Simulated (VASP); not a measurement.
All values below come from PBE GGA, VASP's PBE PAW potentials (set 64) (plane waves; VASP).

Input for VASP

File POSCAR:
```
Rh16H
1
    5.4076469861     0.0000000000     0.0000000000
    0.0000000000     5.4076469861     0.0000000000
    0.0000000000     0.0000000000    19.8232987992
Rh H
16 1
Direct
  0.2500000000   0.2500000000   0.3597490100
  0.7500000000   0.2500000000   0.3594960556
  0.2500000000   0.7500000000   0.3594960556
  0.7500000000   0.7500000000   0.3594855482
  0.9995267852   0.9995267852   0.4524859330
  0.5004732148   0.9995267852   0.4524859330
  0.9995267852   0.5004732148   0.4524859330
  0.5004732148   0.5004732148   0.4524859330
  0.2500000000   0.2500000000   0.5484774133
  0.7500000000   0.2500000000   0.5498721456
  0.2500000000   0.7500000000   0.5498721456
  0.7500000000   0.7500000000   0.5511482352
  0.0009091907   0.0009091907   0.6436943034
  0.4990908093   0.0009091907   0.6436943034
  0.0009091907   0.4990908093   0.6436943034
  0.4990908093   0.4990908093   0.6436943034
  0.2500000000   0.2500000000   0.6750424452
```

KPOINTS:
```
Automatic mesh
0
Gamma
5 5 1
0 0 0
```

**INCAR**
```
! general
SYSTEM  = Rh16H
PREC    = Normal
ENCUT   = 400   ! plane-wave cut-off (eV)
LREAL   = F   ! projection in real space or not
LASPH   = T   ! aspherical one-centre terms

! electronic loop
EDIFF   = 1E-6
NELM    = 100   ! most electronic steps
NELMIN  = 4
ALGO    = Normal   ! blocked Davidson
LMAXMIX = 4

! smearing
ISMEAR  = 1
SIGMA   = 0.1

! functional
GGA     = PE

! output
LWAVE   = F
LCHARG  = F
LORBIT  = 11   ! lm-projected
LVHAR   = T

! other
LDIPOL  = T
IDIPOL  = 3
DIPOL   = 0.5 0.5 0.5
```

POTCAR, in this order: Rh H (PBE.64 set). Program: vasp_std. Read from the step before: WAVECAR.

### Question
Predict the energy per atom (σ→0), band gap (on the k-mesh).

### Answer

```
Quantity                                                     Value
------------------------  ----------------------------------------
energy per atom (σ→0)                               -6.554 eV/atom
band gap (on the k-mesh)  none (metal, semimetal or under 0.01 eV)
```

### OSZICAR
```
...
DAV:   2    -0.111805490404E+03   -0.37556E+00   -0.68309E-01  1550   0.445E+00    0.637E+00
DAV:   3    -0.111431498228E+03    0.37399E+00   -0.64769E-01  1707   0.416E+00    0.643E-01
DAV:   4    -0.111428192467E+03    0.33058E-02   -0.14360E-02  1301   0.678E-01    0.165E-01
DAV:   5    -0.111428273283E+03   -0.80816E-04   -0.24832E-03  1361   0.284E-01    0.143E-01
DAV:   6    -0.111428065283E+03    0.20800E-03   -0.60150E-04  1283   0.163E-01    0.400E-02
DAV:   7    -0.111428050242E+03    0.15041E-04   -0.74265E-05  1305   0.497E-02    0.998E-03
DAV:   8    -0.111428050863E+03   -0.62078E-06   -0.75949E-06  1194   0.131E-02
   1 F= -.11142805E+03 E0= -.11142457E+03  d E =-.104493E-01
```

The cell is a thin slab with vacuum, built from Rh (fcc): (100) face, H adsorbed.
